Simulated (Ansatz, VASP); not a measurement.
# Cross-check of Cu3Pt between VASP and Ansatz

Wanted: the spread between two codes on one cell, functional and k mesh. The cell is taken from a series of runs on this material, whose earlier steps may have relaxed, scaled, displaced or heated it; both programs get it as it stands.

Calculated with Ansatz 0.2.0; plane waves, with VASP 6.6.1 beside it; single point at r2SCAN.

## 1. Starting point

It takes space group Pm-3m (No. 221, cubic). Conventional cell: a = 3.710 Å, b = 3.710 Å, c = 3.710 Å, α = 90.00°, β = 90.00°, γ = 90.00°. Nearest to Pt lie 12 Cu at 2.62 Å. Nearest to Cu lie 8 Cu at 2.62 Å and 4 Pt at 2.62 Å. Farther neighbours are not listed.

## 2. Ansatz: single point, r2SCAN

Ansatz runs on its default PAW (the set named soft_2) files.

With cell and atoms fixed, the geometry can't cause a difference; cores, projectors, grids and the points listed under the comparison can.

Input file input.yaml:

```yaml
crystal:
  lattice:
    - [3.71, 0.0, 0.0]
    - [0.0, 3.71, 0.0]
    - [0.0, 0.0, 3.71]
  atoms:
    - { symbol: Pt, position: [0.0, 0.0, 0.0] }
    - { symbol: Cu, position: [0.5, 0.5, 0.0] }
    - { symbol: Cu, position: [0.5, 0.0, 0.5] }
    - { symbol: Cu, position: [0.0, 0.5, 0.5] }
kpoints:
  mp_grid: { grid: [10, 10, 10] }
  band_path:
    path:
      - [[0.0, 0.0, 0.0], [0.0, 0.5, 0.0], [0.5, 0.5, 0.0], [0.0, 0.0, 0.0], [0.5, 0.5, 0.5], [0.0, 0.5, 0.0]]
      - [[0.5, 0.5, 0.5], [0.5, 0.5, 0.0]]
    npoints: 8
scf:
  occupations: { method: fermi_dirac, width: 0.05 }
  n_extra_bands: 10
hamiltonian:
  xc: r2scan
  pseudopotentials: { kind: paw }
output:
  forces: true
  stress: true
  dos:
    projected: true
    de: 0.05
    e_range: [-30, 12]
    nscf_kmesh: { grid: [14, 14, 14] }
  fatbands: true
  eigenstates:
    kpoints:
      - [0.0, 0.0, 0.0]
      - [0.0, 0.08333333, 0.0]
      - [0.0, 0.16666667, 0.0]
      - [0.0, 0.25, 0.0]
      - [0.0, 0.33333333, 0.0]
      - [0.0, 0.41666667, 0.0]
      - [0.0, 0.5, 0.0]
      - [0.0, -0.41666667, 0.0]
      - [0.0, -0.33333333, 0.0]
      - [0.0, -0.25, 0.0]
      - [0.0, -0.16666667, 0.0]
      - [0.0, -0.08333333, 0.0]
      - [0.0625, 0.0, 0.0625]
      - [0.125, 0.0, 0.125]
      - [0.1875, 0.0, 0.1875]
      - [0.25, 0.0, 0.25]
      - [-0.30357143, -0.30357143, 0.0]
      - [-0.35714286, -0.35714286, 0.0]
      - [-0.41071429, -0.41071429, 0.0]
      - [-0.46428571, -0.46428571, 0.0]
      - [0.48214286, 0.48214286, 0.0]
      - [0.42857143, 0.42857143, 0.0]
      - [0.375, 0.375, 0.0]
      - [0.32142857, 0.32142857, 0.0]
      - [0.26785714, 0.26785714, 0.0]
      - [0.21428571, 0.21428571, 0.0]
      - [0.16071429, 0.16071429, 0.0]
      - [0.10714286, 0.10714286, 0.0]
      - [0.05357143, 0.05357143, 0.0]
      - [0.05, 0.05, 0.05]
      - [0.1, 0.1, 0.1]
      - [0.15, 0.15, 0.15]
      - [0.2, 0.2, 0.2]
      - [0.25, 0.25, 0.25]
      - [0.3, 0.3, 0.3]
      - [0.35, 0.35, 0.35]
      - [0.4, 0.4, 0.4]
      - [0.45, 0.45, 0.45]
      - [0.5, 0.5, 0.5]
      - [0.5, -0.4375, 0.4375]
      - [0.5, -0.375, 0.375]
      - [0.5, -0.3125, 0.3125]
      - [0.5, -0.25, 0.25]
      - [0.5, -0.1875, 0.1875]
      - [0.5, -0.125, 0.125]
      - [0.5, -0.0625, 0.0625]
      - [0.5, 0.0, 0.0]
      - [0.41666667, 0.0, 0.0]
      - [0.33333333, 0.0, 0.0]
      - [0.25, 0.0, 0.0]
      - [0.16666667, 0.0, 0.0]
      - [0.08333333, 0.0, 0.0]
    e_range: [-9.0, 4.0]
    unfold: { supercell_matrix: [[-1, 1, 1], [1, -1, 1], [1, 1, -1]] }
```

Started as:

```
$ ansatz run input.yaml --threads 4 --pin off --max-ram 10240MiB --backend cpu --events-out ev --progress --plain --runs-dir out
```

Numbers of over 12 decimals in the logs are rounded to 6 here.

The program printed:

```text
scf.n_extra_bands = 10 over 38 filled bands (N_el = 75.0): the run solves 48 bands
Engine: ansatz 0.2.0, x86_64-unknown-linux-gnu
Pseudopotentials: kind: paw
Pseudopotential: Pt, paw, valence charge 18, recommended cutoff 500 eV (meta_gga), Pt.paw.azcp
Pseudopotential: Cu, paw, valence charge 19, recommended cutoff 500 eV (meta_gga), Cu.paw.azcp
Functional definition: r2SCAN
  parameter k0 = 0.174
  parameter k1 = 0.065
  parameter a1 = 4.9479
  exchange = r2scan_x(k0 = k0, k1 = k1, a1 = a1)
  correlation = r2scan_c
Crystal: 4 atoms, lattice volume = 51.065 Å³
Basis set: ecut = 500 eV, 1309 PW (Γ), exchange–correlation on 120×120×120 points (64 copies of the dense FFT grid, shifted against one another)
Bands: 48, of which v1, the nominal top of the filled ones, is band 38 counted from 1 (37 counted from 0)
Symmetry: 48 space group operations
Space group: Pm-3m (ITA 221), of the structure as read, at distance tolerance 3.7e-5 Å
k-points: 56 of 1000
Non-local potential: Pt, projectors of the file, l = 0: 3, l = 1: 2, l = 2: 2, l = 3: 1
Non-local potential: Cu, projectors of the file, l = 0: 3, l = 1: 2, l = 2: 3, l = 3: 1
PAW form: soft (Blöchl's): semilocal exchange-correlation on the pseudo side does not see the compensation charge
PAW frozen core: Pt, regenerated for the run's functional (the file was generated under x = pbe(κ = 0.804, μ = 0.219515), c = pbe(β = 0.066725))
PAW frozen core: Cu, regenerated for the run's functional (the file was generated under x = pbe(κ = 0.804, μ = 0.219515), c = pbe(β = 0.066725))
PAW one-centre angular grid: Pt, 590 points (default); XC on 160 Gauss nodes
PAW one-centre angular grid: Cu, 590 points (default); XC on 160 Gauss nodes
Initial density: superposition of atomic densities (neutral atoms: chi_scale 0, normalization atom), corrected by the library's trained network
Initial wavefunctions: pseudopotential atomic-orbital guess
Functional: x = r2scan, c = r2scan; τ floored in thin density (d = 2e-4 eV/Å³)
SCF iter   1: F=—  HF=-32431.198280 eV  |F-HF|=—  |Δ(HF+E_count)|=         —  Δρ=3.61e-2  dr2=3.75e-1  dr2_τ=1.12e-2  ethr=1.77e-3  ⟨swp⟩=5.6  Hψ=9188  notcnv=0  defer=22
preconditioner: auto → Kerker (q_TF=auto, 2.909 Å⁻¹)  [metal: Δε(μ)=0.049 eV  Ē_g=12.479 eV  σ=0.050 eV  W_gap=0.23  n_scr=18 (ndim 8)  ℏωp=34.1 eV  f_vac=0.000  D(μ)=1.33/eV (n_scr^D=6)]
SCF iter   2: F=—  HF=-32431.165751 eV  |F-HF|=—  |Δ(HF+E_count)|=   3.25e-2  Δρ=1.47e-2  dr2=8.15e-2  dr2_τ=4.76e-3  ethr=5.01e-4  ⟨swp⟩=2.0  Hψ=4534  notcnv=0  defer=226
SCF iter   3: F=—  HF=-32431.139839 eV  |F-HF|=—  |Δ(HF+E_count)|=   2.59e-2  Δρ=1.03e-2  dr2=3.43e-2  dr2_τ=1.61e-3  ethr=1.09e-4  ⟨swp⟩=2.2  Hψ=4181  notcnv=0  defer=226
SCF iter   4: F=—  HF=-32431.134463 eV  |F-HF|=—  |Δ(HF+E_count)|=   5.38e-3  Δρ=3.68e-3  dr2=5.00e-3  dr2_τ=1.41e-4  ethr=4.57e-5  ⟨swp⟩=1.0  Hψ=2956  notcnv=0  defer=226
SCF iter   5: F=—  HF=-32431.133779 eV  |F-HF|=—  |Δ(HF+E_count)|=   6.84e-4  Δρ=8.95e-4  dr2=3.60e-4  dr2_τ=9.51e-6  ethr=6.67e-6  ⟨swp⟩=2.1  Hψ=3108  notcnv=0  defer=226
SCF iter   6: F=—  HF=-32431.134105 eV  |F-HF|=—  |Δ(HF+E_count)|=   3.26e-4  Δρ=2.57e-4  dr2=3.31e-5  dr2_τ=3.49e-6  ethr=4.80e-7  ⟨swp⟩=2.0  Hψ=3786  notcnv=0  defer=226
SCF iter   7: F=—  HF=-32431.134108 eV  |F-HF|=—  |Δ(HF+E_count)|=   2.97e-6  Δρ=8.16e-5  dr2=7.11e-6  dr2_τ=3.02e-7  ethr=4.42e-8  ⟨swp⟩=2.0  Hψ=3777  notcnv=0  defer=226
SCF iter   8: F=—  HF=-32431.134110 eV  |F-HF|=—  |Δ(HF+E_count)|=   1.11e-6  Δρ=2.01e-5  dr2=3.30e-7  dr2_τ=2.00e-8  ethr=9.48e-9  ⟨swp⟩=2.0  Hψ=3591  notcnv=0  defer=226
SCF iter   9: F=-32431.134110 eV  HF=-32431.134110 eV  |F-HF|=2.98e-8  |Δ(HF+E_count)|=   2.04e-7  Δρ=8.05e-6  dr2=4.24e-8  dr2_τ=7.56e-10  ethr=1.33e-10  ⟨swp⟩=8.4  Hψ=12082  notcnv=0
SCF 1 converged in 9 iterations: F = -32431.134110 eV  dr2 = 4.24e-8
  greatest PAW one-centre occupation: 1.000 electrons in one spin orbital (limit 2), on the Pt atom at site 0 (counted from 0), in its partial waves of l = 0
NSCF: frozen V_eff on 50 k-points
NSCF: frozen V_eff on 120 k-points
[...]
SCF converged after 9 iterations
Free energy (F): -32431.134110 eV
Harris-Foulkes:  -32431.134110 eV  (|F-HF|=2.98e-8)
Internal energy: -32431.122739 eV  (E = F + TS)
E sigma→0 (E₀):  -32431.128424 eV
Entropy (-TS):   -0.011371 eV (-2.843 meV/atom)
Fermi energy:    17.891011 eV
--- Per-component energies (eV) ---
  E_band       = -1288.005892
  E_kinetic    = 1537.648152
  E_local      = -13874.594452  (includes V_loc(G=0)·N_el)
  E_nonlocal   = 1394.048905
  E_hartree    = 6049.069325
  E_xc         = -501.023130
  E_vxc        = -710.549244  (∫ρ·V_xc dr)
  E_paw        = -14519.568213  (= ΣΔE_a)
  E_vpaw       = -1780.991024  (= ΣTr[D̂ρ^β])
  E_aug_tail   = 0.000523  (compensation charges beyond the density's cutoff)
  E_vtau       = 48.291736  (kinetic-family band-sum trace: ∫τ·v_τ [+ j·A + Jᵃ·Aᵃ] dr)
  E_ewald      = -12515.569032
  E_core_change = -1.134818  (= ΣΔE_core)
  E_smearing   = -0.011371  (= −TS)
  E_closure    = 0.000000  (closes the sum)
  Σ components = -32431.134110   (vs F -32431.134110, Δ=0.00e0)
--- Forces (eV/Å), atoms counted from 1 ---
  atom   1  Pt    -0.00000000     0.00000000    -0.00000000
  atom   2  Cu     0.00000000     0.00000000    -0.00000000
  atom   3  Cu     0.00000000    -0.00000000    -0.00000000
  atom   4  Cu     0.00000000    -0.00000000    -0.00000000
  max |Σ_I F_I| component: 1.08e-28 eV/Å
--- Stress (GPa, compression-positive) ---
       -3.870036       0.000000       0.000000
       -0.000000      -3.870036      -0.000000
        0.000000      -0.000000      -3.870036
  P = ⅓ Tr σ = -3.8700 GPa (-38.700 kbar)
--- Band table (eV; the first three rows and the last of 56) ---
  k-point 0: bands = [... 34 lower, 17.7978, 17.7978, 17.7978, 19.9368, 19.9368, 19.9368, 25.3587, 27.2639, ... 6 higher]
  k-point 1: bands = [... 34 lower, 17.5025, 17.5025, 17.7931, 19.3041, 20.3977, 20.3977, 25.6896, 27.1478, ... 6 higher]
  k-point 2: bands = [... 34 lower, 17.0304, 17.0304, 17.7812, 18.0651, 21.3850, 21.3850, 26.0387, 26.8477, ... 6 higher]
  k-point 55: bands = [... 34 lower, 17.1499, 17.3771, 17.3771, 17.6019, 17.6019, 17.6019, 21.8209, 23.6790, ... 6 higher]
```

In the SCF lines HF is the Harris–Foulkes energy and dr2 the Hartree energy of the density residual, in eV; the loop may stop once dr2 is under the threshold and the program's other checks hold. Hψ counts applications of the Hamiltonian.

## 3. VASP: single point, r2SCAN

The same cell, functional, mesh and smearing now go to VASP, with its own data sets.

Lines of VASP's logs that name or quote its potential files are left out, and so is its time.

Input file INCAR:

```
SYSTEM = Cu3Pt
PREC = Accurate
ENCUT = 660
EDIFF = 1E-06
NELM = 120
ISMEAR = -1
SIGMA = 0.05
LREAL = .FALSE.
ALGO = Normal
METAGGA = R2SCAN
LASPH = .TRUE.
NBANDS = 27
LORBIT = 11
LWAVE = .FALSE.
LCHARG = .FALSE.
ISIF = 2
GGA_COMPAT = .FALSE.
LMIXTAU = .TRUE.
KPAR = 2
```

Input file POSCAR:

```
Cu3Pt
1.0
    3.7100000000      0.0000000000      0.0000000000
    0.0000000000      3.7100000000      0.0000000000
    0.0000000000      0.0000000000      3.7100000000
Pt Cu
1 3
Direct
    0.0000000000      0.0000000000      0.0000000000
    0.5000000000      0.5000000000      0.0000000000
    0.5000000000      0.0000000000      0.5000000000
    0.0000000000      0.5000000000      0.5000000000
```

Input file KPOINTS:

```
Automatic mesh
0
Gamma
10 10 10
0 0 0
```

PAW data sets: Pt and Cu (PBE family, release 64).

Started as:

```
$ mpirun -np 2 vasp_std
```

The program printed:

```text
[banner, memory and clock lines left out]
running    2 mpi-ranks, on    1 nodes
 distrk:  each k-point on    1 cores,    2 groups
 distr:  one band on    1 cores,    1 groups

 POSCAR found type information on POSCAR PtCu
 POSCAR found :  2 types and       4 ions
|                                                                             |
|               ----> ADVICE to this user running VASP <----                  |
|                                                                             |
|     You enforced a specific xc type in the INCAR file but a different       |
|     [... a line on the potential file left out ...]
|     I HOPE YOU KNOW WHAT YOU ARE DOING!                                     |
|                                                                             |

 LDA part: xc-table for (None), standard interpolation
 POSCAR, INCAR and KPOINTS ok, starting setup
 FFT: planning ... GRIDC
 FFT: planning ... GRID_SOFT
 FFT: planning ... GRID
 WAVECAR not read
 entering main loop
       N       E                     dE             d eps       ncg     rms          rms(c)
DAV:   1     0.306225321713E+03    0.30623E+03   -0.23650E+04  3184   0.316E+03
DAV:   2    -0.550261986504E+02   -0.36125E+03   -0.34911E+03  3060   0.481E+02
DAV:   3    -0.939436763302E+02   -0.38917E+02   -0.36834E+02  3451   0.194E+02
DAV:   4    -0.954114010590E+02   -0.14677E+01   -0.14555E+01  4165   0.422E+01
DAV:   5    -0.954319222632E+02   -0.20521E-01   -0.20512E-01  4461   0.416E+00    0.177E+01
DAV:   6    -0.877234474347E+02    0.77085E+01   -0.51130E+01  3232   0.189E+02    0.118E+01
DAV:   7    -0.847037310492E+02    0.30197E+01   -0.15453E+01  3774   0.107E+02    0.389E+00
DAV:   8    -0.846398453791E+02    0.63886E-01   -0.73496E-01  3694   0.894E+00    0.197E+00
DAV:   9    -0.846335876900E+02    0.62577E-02   -0.13126E-01  3850   0.355E+00    0.803E-01
DAV:  10    -0.846283427174E+02    0.52450E-02   -0.49584E-02  4288   0.293E+00    0.335E-01
DAV:  11    -0.846297873199E+02   -0.14446E-02   -0.12071E-02  4127   0.285E+00    0.793E-02
DAV:  12    -0.846303204751E+02   -0.53316E-03   -0.15689E-03  4509   0.681E-01    0.127E-01
DAV:  13    -0.846301989792E+02    0.12150E-03   -0.62266E-04  4131   0.598E-01    0.172E-02
DAV:  14    -0.846302313143E+02   -0.32335E-04   -0.89883E-05  3888   0.117E-01    0.136E-02
DAV:  15    -0.846302365581E+02   -0.52437E-05   -0.12845E-05  4034   0.708E-02    0.484E-03
DAV:  16    -0.846302357171E+02    0.84096E-06   -0.17542E-06  1952   0.150E-02
   1 F= -.84630236E+02 E0= -.84624640E+02  d E =-.111914E-01
```

OUTCAR, selected parts (step 3):

```text
ion  position               nearest neighbor table
   1  0.000  0.000  0.000-   2 2.62   3 2.62   4 2.62   3 2.62   4 2.62   2 2.62   4 2.62   4 2.62
                             2 2.62   3 2.62   3 2.62   2 2.62
   2  0.500  0.500  0.000-   1 2.62   3 2.62   4 2.62   3 2.62   4 2.62   1 2.62   3 2.62   3 2.62
                             1 2.62   4 2.62   4 2.62   1 2.62
   3  0.500  0.000  0.500-   1 2.62   2 2.62   4 2.62   1 2.62   2 2.62   2 2.62   4 2.62   2 2.62
                             1 2.62   4 2.62   1 2.62   4 2.62
   4  0.000  0.500  0.500-   1 2.62   2 2.62   3 2.62   1 2.62   2 2.62   1 2.62   3 2.62   1 2.62
                             2 2.62   3 2.62   2 2.62   3 2.62

  LATTYP: Found a simple cubic cell.
 ALAT       =     3.7100000000

 Subroutine GETGRP returns: Found 48 space group operations
 (whereof 48 operations were pure point group operations)

The static configuration has the point symmetry O_h .

 Found     56 irreducible k-points:

   k-points           NKPTS =     56   k-points in BZ     NKDIM =     56   number of bands    NBANDS=     27

   dimension x,y,z NGX =    32 NGY =   32 NGZ =   32
   dimension x,y,z NGXF=    64 NGYF=   64 NGZF=   64

   ENCUT  =  660.0 eV  48.51 Ry    6.96 a.u.   7.77  7.77  7.77*2*pi/ulx,y,z

   NELECT =      43.0000    total number of electrons

 k-points in reciprocal lattice and weights: Automatic mesh
   0.00000000  0.00000000  0.00000000       0.001
   0.10000000  0.00000000  0.00000000       0.006
   0.20000000  0.00000000  0.00000000       0.006
   0.30000000  0.00000000  0.00000000       0.006
   0.40000000  0.00000000  0.00000000       0.006
   0.50000000  0.00000000  0.00000000       0.003
   0.10000000  0.10000000  0.00000000       0.012
   0.20000000  0.10000000  0.00000000       0.024
   0.30000000  0.10000000  0.00000000       0.024
[...]
0.50000000  0.50000000  0.40000000       0.006
   0.50000000  0.50000000  0.50000000       0.001

 average (electrostatic) potential at core
       1 -70.8375       2 -68.2773       3 -68.2773       4 -68.2773

 E-fermi :   7.9476

 k-point     1 :       0.0000    0.0000    0.0000
  band No.  band energies     occupation
    ...
     17       7.2311      2.00000
     18       7.2311      2.00000
     19       7.8479      1.76042
     20       7.8479      1.76042
     21       7.8479      1.76042
     22      10.0290      0.00000
     23      10.0290      0.00000
     24      10.0290      0.00000
     25      15.4095      0.00000
     26      17.3640      0.00000
    ...

 k-point     2 :       0.1000    0.0000    0.0000
  band No.  band energies     occupation
    ...
     17       7.1525      2.00000
     18       7.1873      2.00000
     19       7.5550      1.99922
     20       7.5550      1.99922
     21       7.8431      1.77997
     22       9.3928      0.00000
     23      10.4851      0.00000
     24      10.4851      0.00000
     25      15.7446      0.00000
     26      17.2511      0.00000
    ...

 k-point     3 :       0.2000    0.0000    0.0000
  band No.  band energies     occupation
    ...
     17       6.8996      2.00000
     18       7.0747      2.00000
     19       7.0800      2.00000
     20       7.0800      2.00000
     21       7.8309      1.82339
     22       8.1478      0.03585
     23      11.4682      0.00000
     24      11.4682      0.00000
     25      16.1014      0.00000
     26      16.9579      0.00000
    ...

  Total       -1.0227896     -1.0227896     -1.0227896      0.0000000     -0.0000000      0.0000000
  in kB      -32.0904009    -32.0904009    -32.0904009      0.0000000     -0.0000000      0.0000000
  external PRESSURE =     -32.0904009 kB  Pullay stress =       0.0000000 kB

  energy-cutoff  :      660.00
  volume of cell :       51.06
      direct lattice vectors                 reciprocal lattice vectors
     3.710000000  0.000000000  0.000000000     0.269541779  0.000000000  0.000000000
     0.000000000  3.710000000  0.000000000     0.000000000  0.269541779  0.000000000
     0.000000000  0.000000000  3.710000000     0.000000000  0.000000000  0.269541779

 POSITION                                       TOTAL-FORCE (eV/Angst)
 -----------------------------------------------------------------------------------
      0.00000      0.00000      0.00000         0.000000      0.000000      0.000000
      1.85500      1.85500      0.00000         0.000000      0.000000      0.000000
      1.85500      0.00000      1.85500         0.000000      0.000000      0.000000
      0.00000      1.85500      1.85500         0.000000      0.000000      0.000000
 -----------------------------------------------------------------------------------
    total drift:                                0.000000     -0.000000     -0.000000

  FREE ENERGIE OF THE ION-ELECTRON SYSTEM (eV)
  ---------------------------------------------------
  free  energy   TOTEN  =       -84.6302357171 eV

  energy  without entropy=      -84.6190442935  energy(sigma->0) =      -84.62464001

 total charge
# of ion       s       p       d       tot
------------------------------------------
    1        0.683   0.543   8.157   9.383
    2        0.434   0.385   9.209  10.028
    3        0.434   0.385   9.209  10.028
    4        0.434   0.385   9.209  10.028
--------------------------------------------------
tot          1.986   1.698  35.783  39.467

[... 3 further parts left out ...]
```

This run has no spin polarisation. Its electron count is odd, so without a moment it is a metal by construction.

## 4. Side by side

Known differences besides the potentials themselves: VASP keeps PBE cores, Ansatz makes them for the functional; the data sets hold 75 valence electrons in Ansatz (on its default PAW (the set named soft_2) files) and 43 in VASP; the cutoff is 500 eV in Ansatz and 660 eV in VASP. Total energies have different zeros and are not compared.

Compared:

```
      quantity  Ansatz   VASP  difference
pressure (GPa)   -3.87  -3.21       -0.66
```

## 5. Summary of results

```json
{
 "difference in pressure (single point, r2SCAN)": "-0.66 GPa"
}
```

The difference in pressure is -0.66 GPa (single point, r2SCAN), within the 1 GPa picked in this series as the mark of a large difference. The data sets hold unlike numbers of valence electrons (75 in Ansatz and 43 in VASP), so part of the differences comes from the potentials. How closely two codes agree says nothing of how well the functional describes the real material.

[Lines on the potential files, build, host, timing and source positions are cut from VASP's logs without a mark.]

[Logs are printed without paths, hosts, clocks, repeated set-up lines and the standing remarks that a program may print on its own settings, such as how far it seeks lower states.]

[Hosts, paths, dates, database ids (printed as entryN), source tags and the programs' standing remarks are cut or masked in the printed files.]
